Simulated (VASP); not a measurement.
Given:

```
Pb
1.0
    0.00000     2.48560     2.48560
    2.48560     0.00000     2.48560
    2.48560     2.48560     0.00000
Pb
1
Direct
  0.00000   0.00000   0.00000
```

Calculation: PBE GGA with D3 dispersion (zero damping), VASP's PBE PAW potentials (set 64) (plane waves; VASP). Run with 520 eV cut-off, Gaussian smearing of 0.050 eV, potentials Pb_d.

Task: Give the energies of bands 6 to 9 at the high-symmetry points, in eV from the Fermi level.

Result: 
```tsv
band	Γ	X	U	L	W
6	-11.73	-6.79	-6.88	-8.18	-6.69
7	7.26	-3.28	-2.30	-4.20	-1.41
8	7.26	1.98	-1.26	5.45	-1.41
9	7.26	1.98	2.89	5.45	0.22
```

It has no gap at this level: it comes out as a metal or semimetal.

The compound is Pb in the fcc structure. It was relaxed first.
